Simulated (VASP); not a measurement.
An input for Quantum ESPRESSO's pw.x (written as the equivalent of a VASP run, and not itself run):

```
&CONTROL
  calculation = 'vc-relax'
  pseudo_dir = './pseudo'
  outdir = './out'
  tprnfor = .true.
  tstress = .true.
  nstep = 30
  forc_conv_thr = 0.00039
/
&SYSTEM
  ibrav = 0
  nat = 4
  ntyp = 1
  ecutwfc = 110
  occupations = 'smearing'
  smearing = 'methfessel-paxton'
  degauss = 0.00735
  input_dft = 'pw91'
/
&ELECTRONS
  conv_thr = 7.3e-09
  electron_maxstep = 100
/
&IONS
/
&CELL
  cell_dofree = 'shape'
/
ATOMIC_SPECIES
  La 138.905 La.upf
CELL_PARAMETERS angstrom
     1.8410601   -3.1888099    0.0000000
     1.8410601    3.1888099    0.0000000
     0.0000000    0.0000000   11.7909139
ATOMIC_POSITIONS crystal
  La   0.0000000  0.0000000  0.5000000
  La   0.0000000  0.0000000  0.0000000
  La   0.3333330  0.6666670  0.2500000
  La   0.6666670  0.3333330  0.7500000
K_POINTS automatic
  9 9 3 0 0 0
```

### Question
Translate this input to VASP (INCAR, KPOINTS, POSCAR, choice of POTCAR).

### Answer
This is not unique; one that fits is 
POSCAR:
```
La
1
    1.8410601165    -3.1888098826     0.0000000000
    1.8410601165     3.1888098826     0.0000000000
    0.0000000000     0.0000000000    11.7909138633
La
4
Direct
  0.0000000000   0.0000000000   0.5000000000
  0.0000000000   0.0000000000   0.0000000000
  0.3333330000   0.6666670000   0.2500000000
  0.6666670000   0.3333330000   0.7500000000
```

### INCAR
```
SYSTEM=La
PREC=Accurate; ENCUT=520; LREAL=F
LASPH=T
EDIFF=1E-7; NELM=100; ALGO=Normal
LMAXMIX=6
ISMEAR=1; SIGMA=0.1
GGA=91
IBRION=2; NSW=30; ISIF=4
EDIFFG=-0.01
LWAVE=F; LCHARG=F
```

File KPOINTS:
```
Automatic mesh
0
Gamma
9 9 3
0 0 0
```

POTCAR, in this order: La (PBE.64 set). Program: vasp_std.

What does not carry over: the potentials are each code's own (VASP's PAW set, PseudoDojo norm-conserving files in pw.x), so ENCUT and ecutwfc are chosen apart and not converted; conv_thr bounds pw.x's estimated SCF error, while EDIFF bounds the energy change between steps; forc_conv_thr acts on force components and is met together with etot_conv_thr.

The compound is La in the dhcp structure. This cell is one point of a volume scan, at 0.94 of the reference volume. Symmetry was kept, so distortions that lower it aren't found.
